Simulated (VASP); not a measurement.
```xyz
1
Lattice="0.0000 1.9461 1.9461 1.9461 0.0000 1.9461 1.9461 1.9461 0.0000" Properties=species:S:1:pos:R:3 pbc="T T T"
Rh     0.0000     0.0000     0.0000
```

All values below come from RPBE GGA, VASP's PBE PAW potentials (set 64) (plane waves; VASP 6.6.1). Run with 520 eV cut-off, 16×16×16 Γ-centred mesh, first-order Methfessel-Paxton smearing of 0.10 eV, potentials Rh_pv.

**Question.** Give the stress tensor in GPa (positive for a compressed cell).

**Answer.** 
```
-6.48   0.00   0.00
 0.00  -6.48   0.00
 0.00   0.00  -6.48
```
The pressure is its mean diagonal, -6.48 GPa.

The compound is Rh in the fcc structure. This cell is one point of a volume scan, at 1.03 of the reference volume.
